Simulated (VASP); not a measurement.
Input:

```yaml
crystal:
  lattice:
    - [0.00000, 2.50062, 2.50062]
    - [2.50062, 0.00000, 2.50062]
    - [2.50062, 2.50062, 0.00000]
  atoms:
    - { symbol: B, position: [0.00000, 0.00000, 0.00000] }
    - { symbol: As, position: [0.25000, 0.25000, 0.25000] }
```

Calculation: vdW-DF2, VASP's PBE PAW potentials (set 64) (plane waves; VASP). Numerical set-up: 520 eV cut-off, 9×9×9 Γ-centred mesh, Gaussian smearing of 0.050 eV, potentials B As.

Question: Estimate the energy per atom (σ→0), pressure.

Answer: 
```
Quantity                        Value
---------------------  --------------
energy per atom (σ→0)  -4.036 eV/atom
pressure                    -5.80 GPa
```

Only differences to runs with the same potentials and settings are physical.

The compound is BAs in the zinc blende structure. This cell is one point of a volume scan, at 1.06 of the reference volume.
